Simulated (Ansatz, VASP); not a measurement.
## F (F2 molecule): VASP beside Ansatz

Wanted: the spread between two codes on one cell, functional and k mesh. The structure shown is the start of the Ansatz relaxation below; VASP solves that cell, so the two are compared at the walk's first step.

Main program and level: Ansatz 0.2.0; plane waves, with VASP 6.6.1 beside it; single point at HSE06.

## Step 1: Set-up

The cell holds 2 atoms: 2 F. Its edges and angles: a = 12.000 Å, b = 12.500 Å, c = 13.000 Å, α = 90.0°, β = 90.0°, γ = 90.0°. Vacuum lies along a, b and c.

## Step 2: Ansatz: relaxation, HSE06

Ansatz runs on its default PAW (the set named soft_2) files.

The two programs are compared at the cell with which this relaxation starts, whose forces are those of its first step.

input.yaml reads:

```yaml
crystal:
  lattice:
    - [12.0, 0.0, 0.0]
    - [0.0, 12.5, 0.0]
    - [0.0, 0.0, 13.0]
  atoms:
    - { symbol: F, position: [0.45, 0.47, 0.4456109785] }
    - { symbol: F, position: [0.45, 0.47, 0.5543890215] }
basis:
  ecutwfc: 420
  xc_grid: 2
hamiltonian:
  xc: hse06
kpoints:
  mp_grid: { grid: [1, 1, 1] }
scf:
  occupations: { method: fixed }
  max_iter: 150
output:
  forces: true
relax:
  f_tol: 0.01
  max_steps: 60
checkpoint:
  write: "../hse06.run"
  compress: false
  write_wavefunctions: false
  write_every: 100000
```

Launch:

```sh
$ ansatz run input.yaml --threads 4 --pin off --max-ram 9420MiB --backend cpu --events-out ev --progress --plain --runs-dir out
```

Numbers of over 12 decimals in the logs are rounded to 6 here.

The log of the run:

```text
Engine: ansatz 0.2.0, aarch64-unknown-linux-gnu
Pseudopotentials: kind: paw
Pseudopotential: F, paw, valence charge 7, recommended cutoff 420 eV (normal), F.paw.azcp
Functional definition: HSE06
  parameter a = 0.25
  parameter omega = 0.11/bohr
  exchange = pbe_x - a*pbe_x_sr(omega) + a*exact_x_sr(omega)
  correlation = pbe_c
davidson cushion auto → on  (no smearing: the cushion is to keep the highest requested band from converging to the state above it; pin scf.eigensolver.cushion to override)
Crystal: 2 atoms, lattice volume = 1950.000 Å³
Basis set: ecut = 420 eV, 38063 PW (Γ), exchange–correlation on 162×180×180 points (8 copies of the dense FFT grid, shifted against one another)
Bands: 11, of which v1, the nominal top of the filled ones, is band 7 counted from 1 (6 counted from 0)
Symmetry: 8 space group operations
Space group: Pmmm (ITA 47), of the structure as read, at distance tolerance 1.2e-4 Å
k-points: 1
Non-local potential: F, projectors of the file, l = 0: 2, l = 1: 2, l = 2: 1
PAW form: soft (Blöchl's): semilocal exchange-correlation on the pseudo side does not see the compensation charge
PAW frozen core: F, regenerated for the run's functional, and the local potential with it (the file was generated under x = pbe(κ = 0.804, μ = 0.219515), c = pbe(β = 0.066725))
PAW one-centre angular grid: F, 110 points (default); XC on 64 Gauss nodes
Initial density: superposition of atomic densities (neutral atoms: chi_scale 0, normalization atom), corrected by the library's trained network
Initial wavefunctions: pseudopotential atomic-orbital guess
Functional: x = pbe(κ = 0.804, μ = 0.219515), c = pbe(β = 0.066725), warm-up for x = pbe(κ = 0.804, μ = 0.219515) + 0.25 (exact − pbe) at short range (hse, ω = 0.207870 Å⁻¹), c = pbe(β = 0.066725); HSE06 as pw.x's `hse` composes it (authors' and Libxc's form: `xc: wpbeh`)
SCF iter   1: F=—  HF=-1611.186675 eV  |F-HF|=—  |Δ(HF+E_count)|=         —  Δρ=2.28e-4  dr2=1.43e-4  ethr=1.77e-3  ⟨swp⟩=19.0  Hψ=80  notcnv=0
preconditioner: auto → none  [insulator: Δε(μ)=3.597 eV  Ē_g=10.675 eV  n_scr=56 (ndim 8)  ℏωp=2.7 eV  f_vac=0.960]
SCF iter   2: F=—  HF=-1611.187978 eV  |F-HF|=—  |Δ(HF+E_count)|=   1.30e-3  Δρ=1.27e-4  dr2=5.85e-5  ethr=1.02e-6  ⟨swp⟩=5.0  Hψ=47  notcnv=0  defer=3
SCF iter   3: F=—  HF=-1611.188394 eV  |F-HF|=—  |Δ(HF+E_count)|=   4.16e-4  Δρ=5.95e-5  dr2=8.08e-6  ethr=4.18e-7  ⟨swp⟩=4.0  Hψ=33  notcnv=0  defer=3
SCF iter   4: F=—  HF=-1611.188613 eV  |F-HF|=—  |Δ(HF+E_count)|=   2.20e-4  Δρ=1.34e-5  dr2=2.04e-6  ethr=5.77e-8  ⟨swp⟩=5.0  Hψ=43  notcnv=0  defer=3
SCF iter   5: F=—  HF=-1611.188613 eV  |F-HF|=—  |Δ(HF+E_count)|=   5.64e-7  Δρ=7.41e-6  dr2=5.82e-7  ethr=1.45e-8  ⟨swp⟩=4.0  Hψ=33  notcnv=0  defer=3
SCF iter   6: F=-1611.188613 eV  HF=-1611.188613 eV  |F-HF|=1.47e-8  |Δ(HF+E_count)|=   6.67e-8  Δρ=2.32e-6  dr2=5.89e-8  ethr=4.16e-9  ⟨swp⟩=4.0  Hψ=34  notcnv=0  defer=3
SCF 1 converged in 6 iterations: F = -1611.188613 eV  dr2 = 5.89e-8
  greatest PAW one-centre occupation: 0.939 electrons in one spin orbital (limit 2), on the F atom at site 1 (counted from 0), in its partial waves of l = 0
Initial density: handed on by an earlier stage of this run
Initial wavefunctions: those handed on with the density
Functional: x = pbe(κ = 0.804, μ = 0.219515) + 0.25 (exact − pbe) at short range (hse, ω = 0.207870 Å⁻¹), c = pbe(β = 0.066725); HSE06 as pw.x's `hse` composes it (authors' and Libxc's form: `xc: wpbeh`)
Exchange kernel: α = 0.2500, screened, ω = 0.2079 Å⁻¹, Wigner–Seitz truncation, v(0) = 990.6604 eV·Å³, q-mesh 1×1×1, nearest image of the exchange supercell L = 12.00 Å, pair-density grid 81×81×90, without the augmentation charges, whose exchange is taken in its separable form (the finest that the files' search goes to)
Frozen-core exchange: fock
iter 1 solved again at ethr=4.42e-5 eV; its pass at ethr=1.00e-1 eV (dr2=6.19e-3 eV) is discarded
SCF iter   1: F=—  HF=-1610.470418 eV  |F-HF|=—  |Δ(HF+E_count)|=         —  Δρ=1.05e-3  dr2=7.23e-3  ethr=4.42e-5  ⟨swp⟩=7.0  Hψ=77  notcnv=0
preconditioner: auto → none  [insulator: Δε(μ)=6.923 eV  Ē_g=13.089 eV  n_scr=56 (ndim 8)  ℏωp=2.7 eV  f_vac=0.961]
SCF iter   2: F=—  HF=-1610.467662 eV  |F-HF|=—  |Δ(HF+E_count)|=   2.76e-3  Δρ=5.10e-4  dr2=1.48e-3  ethr=4.42e-5  ⟨swp⟩=3.0  Hψ=28  notcnv=0  defer=2
SCF iter   3: F=—  HF=-1610.471187 eV  |F-HF|=—  |Δ(HF+E_count)|=   3.53e-3  Δρ=1.49e-4  dr2=2.04e-4  ethr=9.03e-6  ⟨swp⟩=4.0  Hψ=35  notcnv=0  defer=2
[...]
SCF 9 converged in 2 iterations: F = -1610.498660 eV  dr2 = 7.58e-9
  Residual-converged pass: ⟨swp⟩=2.0  Hψ=22  notcnv=0  max |occ|·‖R‖ = 6.6e-6 eV (tolerance 6.7e-6 eV)  dr2=7.55e-9  dr2_onsite=1.10e-9  max |Δocc| = 0.0e0
hybrid outer 1: dexx = +1.655e-10 eV, tail = 1.28e-8 eV
Exchange kernel: α = 0.2500, screened, ω = 0.2079 Å⁻¹, Wigner–Seitz truncation, v(0) = 990.6604 eV·Å³, q-mesh 1×1×1, nearest image of the exchange supercell L = 12.00 Å, pair-density grid 81×81×90, without the augmentation charges, whose exchange is taken in its separable form (the finest that the files' search goes to)
Frozen-core exchange: fock
[...]
preconditioner: auto → none  [insulator: Δε(μ)=7.474 eV  Ē_g=13.231 eV  n_scr=56 (ndim 8)  ℏωp=2.7 eV  f_vac=0.965]
[...]
greatest PAW one-centre occupation: 0.941 electrons in one spin orbital (limit 2), on the F atom at site 0 (counted from 0), in its partial waves of l = 0
hybrid outer 1: dexx = -1.692e-21 eV, tail = 9.98e-6 eV
Exchange kernel: α = 0.2500, screened, ω = 0.2079 Å⁻¹, Wigner–Seitz truncation, v(0) = 990.6604 eV·Å³, q-mesh 1×1×1, nearest image of the exchange supercell L = 12.00 Å, pair-density grid 81×81×90, without the augmentation charges, whose exchange is taken in its separable form (the finest that the files' search goes to)
Frozen-core exchange: fock
SCF iter   1: F=—  HF=-1610.498671 eV  |F-HF|=—  |Δ(HF+E_count)|=         —  Δρ=1.62e-5  dr2=2.35e-6  ethr=3.57e-7  ⟨swp⟩=7.0  Hψ=35  notcnv=0
preconditioner: auto → none  [insulator: Δε(μ)=7.464 eV  Ē_g=13.224 eV  n_scr=56 (ndim 8)  ℏωp=2.7 eV  f_vac=0.965]
iter 2 solved again at ethr=9.72e-10 eV; its pass at ethr=1.57e-8 eV (dr2=1.36e-7 eV) is discarded
SCF iter   2: F=—  HF=-1610.498670 eV  |F-HF|=—  |Δ(HF+E_count)|=   7.81e-7  Δρ=3.78e-6  dr2=1.18e-7  ethr=9.72e-10  ⟨swp⟩=4.0  Hψ=75  notcnv=0
eigensolver tolerance schedule: the retry pair's looser diagonalisation over-reported the residual by 0.78 of it (diagonalisation noise at 0.87 of the residual, at the tolerance the schedule requests for it); recorded, not acted on — ethr = c·dr2/N_el stays at c = 1.0e-1
SCF iter   3: F=—  HF=-1610.498670 eV  |F-HF|=—  |Δ(HF+E_count)|=   2.89e-7  Δρ=1.78e-6  dr2=2.72e-8  ethr=5.47e-10  ⟨swp⟩=4.0  Hψ=33  notcnv=0  defer=3
SCF iter   4: F=-1610.498670 eV  HF=-1610.498670 eV  |F-HF|=5.81e-9  |Δ(HF+E_count)|=   2.04e-8  Δρ=2.77e-7  dr2=2.86e-10  ethr=1.65e-10  ⟨swp⟩=4.0  Hψ=34  notcnv=0  defer=3
SCF 12 converged in 4 iterations: F = -1610.498670 eV  dr2 = 2.86e-10
  Residual-converged pass: ⟨swp⟩=4.0  Hψ=31  notcnv=0  max |occ|·‖R‖ = 2.6e-7 eV (tolerance 3.2e-7 eV)  dr2=1.63e-10  dr2_onsite=1.02e-11  max |Δocc| = 0.0e0
hybrid outer 2: dexx = +2.126e-7 eV, tail = 1.07e-9 eV, Δε = 1.53e-3 eV (about 2.43e-5 eV left of the loop's levels), ΔF = 6.41e-2 eV/Å (tail 3.22e-3)
Exchange kernel: α = 0.2500, screened, ω = 0.2079 Å⁻¹, Wigner–Seitz truncation, v(0) = 990.6604 eV·Å³, q-mesh 1×1×1, nearest image of the exchange supercell L = 12.00 Å, pair-density grid 81×81×90, without the augmentation charges, whose exchange is taken in its separable form (the finest that the files' search goes to)
Frozen-core exchange: fock
SCF iter   1: F=—  HF=-1610.498670 eV  |F-HF|=—  |Δ(HF+E_count)|=         —  Δρ=2.42e-7  dr2=1.68e-10  ethr=3.84e-11  ⟨swp⟩=10.0  Hψ=49  notcnv=0
preconditioner: auto → none  [insulator: Δε(μ)=7.463 eV  Ē_g=13.225 eV  n_scr=56 (ndim 8)  ℏωp=2.7 eV  f_vac=0.965]
SCF iter   2: F=-1610.498670 eV  HF=-1610.498670 eV  |F-HF|=1.86e-9  |Δ(HF+E_count)|=   4.05e-9  Δρ=1.23e-7  dr2=3.82e-11  ethr=1.19e-12  ⟨swp⟩=3.0  Hψ=30  notcnv=0  defer=4
SCF 13 converged in 2 iterations: F = -1610.498670 eV  dr2 = 3.82e-11
  Residual-converged pass: ⟨swp⟩=3.0  Hψ=29  notcnv=0  max |occ|·‖R‖ = 5.4e-8 eV (tolerance 1.2e-7 eV)  dr2=3.72e-11  dr2_onsite=3.55e-12  max |Δocc| = 0.0e0
hybrid outer 3: dexx = +7.759e-12 eV, tail = inf eV, Δε = 1.24e-5 eV (no sum), ΔF = 2.79e-4 eV/Å (tail inf)
Exchange kernel: α = 0.2500, screened, ω = 0.2079 Å⁻¹, Wigner–Seitz truncation, v(0) = 990.6604 eV·Å³, q-mesh 1×1×1, nearest image of the exchange supercell L = 12.00 Å, pair-density grid 81×81×90, without the augmentation charges, whose exchange is taken in its separable form (the finest that the files' search goes to)
Frozen-core exchange: fock
SCF iter   1: F=—  HF=-1610.498670 eV  |F-HF|=—  |Δ(HF+E_count)|=         —  Δρ=1.23e-7  dr2=3.80e-11  ethr=2.98e-12  ⟨swp⟩=11.0  Hψ=48  notcnv=0
SCF iter   2: F=-1610.498670 eV  HF=-1610.498670 eV  |F-HF|=5.24e-10  |Δ(HF+E_count)|=   1.34e-9  Δρ=6.13e-8  dr2=8.39e-12  ethr=1.00e-12  ⟨swp⟩=12.0  Hψ=54  notcnv=0
SCF 14 converged in 2 iterations: F = -1610.498670 eV  dr2 = 8.39e-12
  Residual-converged pass: ⟨swp⟩=3.0  Hψ=23  notcnv=0  max |occ|·‖R‖ = 8.4e-8 eV (tolerance 1.2e-7 eV)  dr2=8.31e-12  dr2_onsite=8.21e-13  max |Δocc| = 0.0e0
hybrid outer 4: dexx = +1.421e-14 eV, tail = 1.84e-11 eV, Δε = 3.66e-6 eV (about 1.02e-4 eV left of the loop's levels), ΔF = 2.54e-5 eV/Å (tail 1.66e-5)
relax step   5: F+E_penalty+E_count = -1610.49867011 eV  Δ(F+E_penalty+E_count) = -1.011e-5 eV  max|allowed force component| = 1.235e-3 eV/Å  Δτ_max = 0.0004 Å  (10 SCF iters, accepted)
hybrid SCF converged: 4 outer / 10 inner (+0 warm-up), last move |dexx| = 1.42e-14 eV, tail = 1.84e-11 eV
Stability not checked: this state was not tested for a lower state beside it, because the functional holds exact exchange (a hybrid, or Hartree-Fock), whose exchange loop this test does not read (fock_operator; see scf.lower_state_search)
Free energy (F): -1610.498670 eV
Frozen-core exchange: fock
Harris-Foulkes:  -1610.498670 eV  (|F-HF|=5.24e-10)
Internal energy: -1610.498670 eV  (E = F + TS)
E sigma→0 (E₀):  -1610.498670 eV
Fermi energy:    -11.134391 eV
--- Per-component energies (eV) ---
  E_band       = -274.447600
  E_kinetic    = 407.725349
  E_local      = -3140.603036  (includes V_loc(G=0)·N_el)
  E_nonlocal   = 144.299609
  E_hartree    = 1338.975620
  E_xc         = -125.061432
  E_vxc        = -158.882144  (∫ρ·V_xc dr)
  E_exx        = -51.608530  (= α·E_x^exact, valence–valence)
  E_paw        = -377.932089  (= ΣΔE_a)
  E_vpaw       = -101.725638  (= ΣTr[D̂ρ^β])
  E_aug_tail   = 0.004096  (compensation charges beyond the density's cutoff)
  E_ewald      = 193.762139
  E_core_change = -0.060396  (= ΣΔE_core)
  E_smearing   = -0.000000  (= −TS)
  E_closure    = -0.000000  (closes the sum)
  Σ components = -1610.498670   (vs F -1610.498670, Δ=0.00e0)
--- Forces (eV/Å), atoms counted from 1 ---
  atom   1  F      0.00000000    -0.00000000     0.00123491
  atom   2  F      0.00000000    -0.00000000    -0.00123491
  max |Σ_I F_I| component: 6.62e-24 eV/Å
--- Band table (eV) ---
  k-point 0: bands = ["-37.7690", "-30.4794", "-16.6410", "-15.0328", "-15.0328", "-11.1344", "-11.1344", "-3.6711", "-0.1262"]
  guard bands above this table: 2 of the run's 11 bands. The solve was not asked for them (output.publish_guard_bands: true or output.eigenvalues: true publishes all)
--- Relaxed structure (5 steps of the walk, 5 accepted, 0 SCFs on fresh bases) ---
  F+E_penalty+E_count = -1610.49867011 eV   max|allowed force component| = 1.235e-3 eV/Å
  atoms:
    - { symbol: F, position: [0.45, 0.470000, 0.447050] }
    - { symbol: F, position: [0.45, 0.470000, 0.552950] }
```

The column dr2 measures how far the density is from self-consistency, as an energy; F and HF (Harris–Foulkes) agree once it is small.

## Step 3: VASP: single point, HSE06, start cell

The same cell, functional and mesh now go to VASP, with its own data sets.

Lines of VASP's logs that name or quote its potential files are left out, and so is its time.

The run reads the wave functions of an earlier VASP run, which isn't shown here.

INCAR reads:

```
SYSTEM = F
PREC = Accurate
ENCUT = 1010
EDIFF = 1E-06
NELM = 100
ISMEAR = 0
SIGMA = 0.01
LREAL = .FALSE.
ALGO = Normal
LHFCALC = .TRUE.
AEXX = 0.25
GGA = PE
HFSCREEN = 0.208
LASPH = .TRUE.
NBANDS = 13
PRECFOCK = Fast
LORBIT = 11
LWAVE = .FALSE.
LCHARG = .FALSE.
ISIF = 2
```

POSCAR reads:

```
F
1.0
   12.0000000000      0.0000000000      0.0000000000
    0.0000000000     12.5000000000      0.0000000000
    0.0000000000      0.0000000000     13.0000000000
F
2
Direct
    0.4500000000      0.4700000000      0.4456110000
    0.4500000000      0.4700000000      0.5543890000
```

KPOINTS reads:

```
Automatic mesh
0
Gamma
1 1 1
0 0 0
```

PAW data sets: F_h (PBE family, release 64).

Launch:

```sh
$ export OMP_NUM_THREADS=4
$ mpirun -np 1 vasp_gam
```

The log of the run:

```text
[banner, memory and clock lines left out]
running    1 mpi-ranks, on    1 nodes
 distrk:  each k-point on    1 cores,    1 groups
 distr:  one band on    1 cores,    1 groups
 Offloading initialized ...    1 GPUs detected
 POSCAR found type information on POSCAR F
 POSCAR found :  1 types and       2 ions
 LDA part: xc-table for (Slater+PW92), standard interpolation
 found WAVECAR, reading the header
 POSCAR, INCAR and KPOINTS ok, starting setup
 FFT: planning ... GRIDC
 FFT: planning ... GRID_SOFT
 FFT: planning ... GRID
 reading WAVECAR
 the WAVECAR file was read successfully
 initial charge from wavefunction
 entering main loop
       N       E                     dE             d eps       ncg     rms          rms(c)
DAV:   1    -0.657973205839E+01   -0.65797E+01   -0.53861E-01    26   0.846E+00    0.595E-01
DAV:   2    -0.658387101975E+01   -0.41390E-02   -0.21218E-02    42   0.131E+00    0.398E-01
DAV:   3    -0.658254179671E+01    0.13292E-02   -0.39006E-04    47   0.150E-01    0.237E-01
DAV:   4    -0.658204112746E+01    0.50067E-03   -0.30760E-04    34   0.122E-01    0.141E-01
DAV:   5    -0.658188954576E+01    0.15158E-03   -0.82107E-05    42   0.797E-02    0.824E-02
DAV:   6    -0.658184983773E+01    0.39708E-04   -0.20146E-05    44   0.500E-02    0.475E-02
DAV:   7    -0.658184884442E+01    0.99331E-06   -0.71534E-06    34   0.323E-02
   1 F= -.65818488E+01 E0= -.65818488E+01  d E =-.639111E-41
```

OUTCAR, selected parts (step 3):

```text
ion  position               nearest neighbor table
   1  0.450  0.470  0.446-   2 1.41
   2  0.450  0.470  0.554-   1 1.41

  LATTYP: Found a simple orthorhombic cell.
 ALAT       =    12.0000000000
 B/A-ratio  =     1.0416666667
 C/A-ratio  =     1.0833333333

 Subroutine GETGRP returns: Found  8 space group operations
 (whereof  2 operations were pure point group operations)

The static configuration has the point symmetry C_1h.
 The point group associated with its full space group is D_2h.

 Found      1 irreducible k-points:

   k-points           NKPTS =      1   k-points in BZ     NKDIM =      1   number of bands    NBANDS=     13

   dimension x,y,z NGX =   126 NGY =  140 NGZ =  140
   dimension x,y,z NGXF=   252 NGYF=  280 NGZF=  280

   ENCUT  = 1010.0 eV  74.23 Ry    8.62 a.u.  31.10 32.39 33.69*2*pi/ulx,y,z

   NELECT =      14.0000    total number of electrons

 k-points in reciprocal lattice and weights: Automatic mesh
   0.00000000  0.00000000  0.00000000       1.000

  exchange ACFDT corr.  =         0.00000000  see jH, gK, PRB 81, 115126

 average (electrostatic) potential at core
       1-135.2196       2-135.2196

 E-fermi : -11.2514

 k-point     1 :       0.0000    0.0000    0.0000
  band No.  band energies     occupation
    ...
      3     -16.4612      2.00000
      4     -14.8645      2.00000
      5     -14.8644      2.00000
      6     -11.3465      2.00000
      7     -11.3464      2.00000
      8      -4.3947      0.00000
      9      -0.2848      0.00000
     10       0.5758      0.00000
     11       0.6491      0.00000
     12       0.7004      0.00000
    ...

  Total        0.0058697     -0.0006647     -1.9839928     -0.0000000      0.0000000      0.0000000
  in kB        0.0048227     -0.0005462     -1.6301068     -0.0000000      0.0000000      0.0000000
  external PRESSURE =      -0.5419434 kB  Pullay stress =       0.0000000 kB

  energy-cutoff  :     1010.00
  volume of cell :     1950.00
      direct lattice vectors                 reciprocal lattice vectors
    12.000000000  0.000000000  0.000000000     0.083333333  0.000000000  0.000000000
     0.000000000 12.500000000  0.000000000     0.000000000  0.080000000  0.000000000
     0.000000000  0.000000000 13.000000000     0.000000000  0.000000000  0.076923077

 POSITION                                       TOTAL-FORCE (eV/Angst)
 -----------------------------------------------------------------------------------
      5.40000      5.87500      5.79294         0.000000      0.000000      1.383918
      5.40000      5.87500      7.20706         0.000000      0.000000     -1.383918
 -----------------------------------------------------------------------------------
    total drift:                                0.013457      0.004032      0.000000

  FREE ENERGIE OF THE ION-ELECTRON SYSTEM (eV)
  ---------------------------------------------------
  free  energy   TOTEN  =        -6.5818488444 eV

  energy  without entropy=       -6.5818488444  energy(sigma->0) =       -6.58184884

 total charge
# of ion       s       p       d       tot
------------------------------------------
    1        1.336   3.063   0.000   4.398
    2        1.336   3.063   0.000   4.398
--------------------------------------------------
tot          2.672   6.125   0.000   8.797
```

The run ends at a pressure of -0.05 GPa, with forces up to 1.4 eV/Å.

## Step 4: Side by side

Known differences besides the potentials themselves: exact exchange at q = 0 is treated differently, which shows on coarse meshes; VASP keeps PBE cores, Ansatz makes them for the functional; fixed occupations in Ansatz, narrow Gaussian smearing in VASP; the cutoff is 420 eV in Ansatz and 1010 eV in VASP; VASP takes a coarser grid for exact exchange (PRECFOCK = Fast). Total energies have different zeros and are not compared.

Forces (eV/Å; atoms numbered as in POSCAR):

| atom | Ansatz x, y, z | VASP x, y, z |
| --- | --- | --- |
| F1 | 0.000, 0.000, 1.415 | 0.000, 0.000, 1.384 |
| F2 | 0.000, 0.000, -1.415 | 0.000, 0.000, -1.384 |

The forces differ by 18 meV/Å r.m.s., which is 2.3 % of the r.m.s. force of 0.799 eV/Å (both taken over all components).

## Step 5: Summary of results

| Item | Value |
| --- | --- |
| r.m.s. force difference (single point, HSE06, start cell) | 2.3 % of the r.m.s. force |

What this shows: The r.m.s. force difference is 2.3 % of the r.m.s. force (single point, HSE06, start cell), within the 3 % picked in this series as the mark of a large difference. 1 further run of this series is not shown here. Such differences can come from data sets, numerical settings and the points named under the comparisons, not from the functional's error against experiment.

[Lines on the potential files, build, host, timing and source positions are cut from VASP's logs without a mark.]

[Logs are printed without paths, hosts, clocks, repeated set-up lines and the standing remarks that a program may print on its own settings, such as how far it seeks lower states.]

[Hosts, paths, dates, database ids (printed as entryN), source tags and the programs' standing remarks are cut or masked in the printed files.]
